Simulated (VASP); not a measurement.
Level of theory: PBEsol GGA, VASP's PBE PAW potentials (set 64) (plane waves; VASP 6.6.1).

VASP ran on this input.

KPOINTS:
```
K-points
0
gamma
4 5 1
0 0 0
```

### INCAR
```
SYSTEM = BeTe(110) slab
PREC = Normal
ENCUT = 400
EDIFF = 1E-6
NELM = 100
ALGO = Normal
LREAL = .FALSE.
LASPH = .TRUE.
ISMEAR = 0
SIGMA = 0.05
GGA = PS
LMAXMIX = 4
LWAVE = .FALSE.
LCHARG = .FALSE.
NELMIN = 4
LDIPOL = .TRUE.
IDIPOL = 3
DIPOL = 0.5 0.5 0.5
LVHAR = .TRUE.
LORBIT = 11
```

POSCAR:
```
BeTe(110) slab
1
    5.6126164456     0.0000000000     0.0000000000
    0.0000000000     3.9687189714     0.0000000000
    0.0000000000     0.0000000000    26.8598429348
Be Te
6 6
Direct
  0.9427793682   0.0000000000   0.6670673217
  0.5174990474   0.5000000000   0.6140660083
  0.0151103442   0.0000000000   0.5360083019
  0.5151103442   0.5000000000   0.4639916981
  0.0174990474   0.0000000000   0.3859339917
  0.4427793682   0.5000000000   0.3329326783
  0.2666489103   0.0000000000   0.6104901164
  0.7447172041   0.5000000000   0.6916641456
  0.2632451258   0.0000000000   0.4617806809
  0.7632451258   0.5000000000   0.5382193191
  0.2447172041   0.0000000000   0.3083358544
  0.7666489103   0.5000000000   0.3895098836
```

POTCAR, in this order: Be Te (PBE.64 set). Program: vasp_std. Read from the step before: WAVECAR.

The run wrote:

### OUTCAR
```
 ion  position               nearest neighbor table
   1  0.943  0.000  0.667-   8 2.37   8 2.37   7 2.37
   2  0.517  0.500  0.614-   7 2.43   7 2.43   8 2.44  10 2.46
   3  0.015  0.000  0.536-   9 2.43  10 2.44  10 2.44   7 2.45
   4  0.515  0.500  0.464-  10 2.43   9 2.44   9 2.44  12 2.45
   5  0.017  0.000  0.386-  12 2.43  12 2.43  11 2.44   9 2.46
   6  0.443  0.500  0.333-  11 2.37  11 2.37  12 2.37
   7  0.267  0.000  0.610-   1 2.37   2 2.43   2 2.43   3 2.45
   8  0.745  0.500  0.692-   1 2.37   1 2.37   2 2.44
   9  0.263  0.000  0.462-   3 2.43   4 2.44   4 2.44   5 2.46
  10  0.763  0.500  0.538-   4 2.43   3 2.44   3 2.44   2 2.46
  11  0.245  0.000  0.308-   6 2.37   6 2.37   5 2.44
  12  0.767  0.500  0.390-   6 2.37   5 2.43   5 2.43   4 2.45
  LATTYP: Found a simple orthorhombic cell.
 ALAT       =     3.9687189714
 B/A-ratio  =     1.4142136256
 C/A-ratio  =     6.7678873532
 Subroutine PRICEL returns:
 Original cell was already a primitive cell.
 Subroutine GETGRP returns: Found  4 space group operations
The static configuration has the point symmetry C_1h.
 The point group associated with its full space group is C_2v.
The dynamic configuration has the point symmetry C_1h.
 Subroutine INISYM returns: Found  4 space group operations
 Subroutine IBZKPT returns following result:
...
```

### OSZICAR
```
       N       E                     dE             d eps       ncg     rms          rms(c)
DAV:   1    -0.478091522709E+02   -0.47809E+02   -0.27502E-05   649   0.214E-02    0.821E-03
DAV:   2    -0.478091511174E+02    0.11535E-05   -0.60816E-06   670   0.112E-02    0.904E-03
DAV:   3    -0.478091510660E+02    0.51424E-07   -0.74526E-07   447   0.351E-03    0.686E-03
DAV:   4    -0.478091510480E+02    0.18032E-07   -0.18151E-07   384   0.194E-03
   1 F= -.47809151E+02 E0= -.47809151E+02  d E =-.130553E-13
```

### OUTCAR
```
------------------------ aborting loop because EDIFF is reached ----------------------------------------
  FORCE on cell =-STRESS in cart. coord.  units (eV):
  Direction    XX          YY          ZZ          XY          YZ          ZX
  --------------------------------------------------------------------------------------
  Total       -0.8779531     -1.3493086     -0.5928702      0.0000000      0.0000000      0.0000000
  in kB       -2.3510547     -3.6132890     -1.5876362      0.0000000      0.0000000      0.0000000
  external PRESSURE =      -2.5173267 kB  Pullay stress =       0.0000000 kB
  volume of cell :      598.30
      direct lattice vectors                 reciprocal lattice vectors
     5.612616446  0.000000000  0.000000000     0.178170023  0.000000000  0.000000000
     0.000000000  3.968718971  0.000000000     0.000000000  0.251970474  0.000000000
     0.000000000  0.000000000 26.859842935     0.000000000  0.000000000  0.037230300
 POSITION                                       TOTAL-FORCE (eV/Angst)
 -----------------------------------------------------------------------------------
      5.29146      0.00000     17.91732        -0.010977      0.000000     -0.008770
      2.90452      1.98436     16.49372         0.007318      0.000000     -0.027299
      0.08481      0.00000     14.39710        -0.004916      0.000000     -0.003256
      2.89112      1.98436     12.46274        -0.004916      0.000000      0.003256
      0.09822      0.00000     10.36613         0.007318      0.000000      0.027299
      2.48515      1.98436      8.94252        -0.010977      0.000000      0.008770
      1.49660      0.00000     16.39767         0.010502      0.000000      0.001728
      4.17981      1.98436     18.57799         0.009339      0.000000     -0.026100
      1.47749      0.00000     12.40336        -0.011266      0.000000      0.025623
      4.28380      1.98436     14.45649        -0.011266      0.000000     -0.025623
      1.37350      0.00000      8.28185         0.009339      0.000000      0.026100
      4.30291      1.98436     10.46217         0.010502      0.000000     -0.001728
 -----------------------------------------------------------------------------------
    total drift:                                0.001953      0.000000     -0.000004
  FREE ENERGIE OF THE ION-ELECTRON SYSTEM (eV)
  ---------------------------------------------------
  free  energy   TOTEN  =       -47.8091510480 eV

  energy  without entropy=      -47.8091510480  energy(sigma->0) =      -47.80915105

 total charge

# of ion       s       p       d       tot
------------------------------------------
    1        0.402   0.518   0.000   0.920
    2        0.368   0.561   0.000   0.929
    3        0.371   0.570   0.000   0.941
    4        0.371   0.570   0.000   0.941
    5        0.368   0.561   0.000   0.929
    6        0.402   0.518   0.000   0.920
    7        1.333   2.146   0.034   3.513
    8        1.352   2.111   0.025   3.488
    9        1.333   2.135   0.033   3.501
   10        1.333   2.135   0.033   3.501
   11        1.352   2.111   0.025   3.488
   12        1.333   2.146   0.034   3.513
--------------------------------------------------
tot         10.320  16.081   0.185  26.587
```
(Selected blocks of OUTCAR.)

The cell is a thin slab with vacuum, built from BeTe (zinc blende): (110) face.
